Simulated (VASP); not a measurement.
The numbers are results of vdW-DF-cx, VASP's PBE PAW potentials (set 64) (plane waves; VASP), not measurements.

A VASP calculation is set up with these files.

INCAR:
```
# general
SYSTEM   = AuZn
PREC     = Accurate
ENCUT    = 520   # plane-wave cut-off (eV)
LREAL    = F   # projection in real space or not
LASPH    = T   # aspherical one-centre terms

# electronic loop
EDIFF    = 1E-7
NELM     = 100
ALGO     = Normal   # blocked Davidson
LMAXMIX  = 6   # l cut-off of mixed one-centre charges

# smearing
ISMEAR   = 1   # Methfessel-Paxton
SIGMA    = 0.1   # width (eV)

# functional
GGA      = CX
LUSE_VDW = T
AGGAC    = 0.0

# ions
ISIF     = 2   # forces and stress, cell fixed

# output
LWAVE    = F
LCHARG   = F
```

File POSCAR:
```
AuZn
6.2150420
  0.4999999993   0.0000000000   0.0000000000
  0.0000000000   0.4999999993   0.0000000000
  0.0000000000   0.0000000000   0.4999999993
Zn Au
1 1
Direct
  0.5000000000   0.5000000000   0.5000000000
  0.0000000000   0.0000000000   0.0000000000
```

### KPOINTS
```
Automatic mesh
0
Gamma
12 12 12
0 0 0
```

POTCAR, in this order: Zn Au (PBE.64 set). Program: vasp_std.

Unless said otherwise, spin-orbit coupling is left out, though it shifts the bands of the heavy elements here.

Problem. Estimate the energy per atom (σ→0), pressure, band gap (on the k-mesh).

Solution. 
energy per atom (σ→0): 0.240 eV/atom
band gap (on the k-mesh): none (metal, semimetal or under 0.01 eV)
pressure: 4.69 GPa

### OSZICAR
```
...
DAV:   6     0.442544454056E+00    0.48705E+00   -0.16665E+00  2604   0.155E+01    0.583E+00
DAV:   7     0.470758548412E+00    0.28214E-01   -0.43316E-02  3311   0.462E+00    0.303E+00
DAV:   8     0.479446787658E+00    0.86882E-02   -0.88177E-03  2856   0.112E+00    0.124E-01
DAV:   9     0.479432454939E+00   -0.14333E-04   -0.29540E-04  3134   0.290E-01    0.609E-02
DAV:  10     0.479416103624E+00   -0.16351E-04   -0.37901E-05  3156   0.104E-01    0.178E-02
DAV:  11     0.479415992991E+00   -0.11063E-06   -0.67649E-06  2996   0.608E-02    0.352E-03
DAV:  12     0.479416025048E+00    0.32057E-07   -0.14252E-07  1985   0.115E-02
   1 F= 0.47941603E+00 E0= 0.47954579E+00  d E =-.389289E-03
```

The compound is AuZn in the CsCl type structure. This cell is one point of a volume scan, at 0.97 of the reference volume. The electron count is odd and the run is not spin-polarised, which forces a metal.
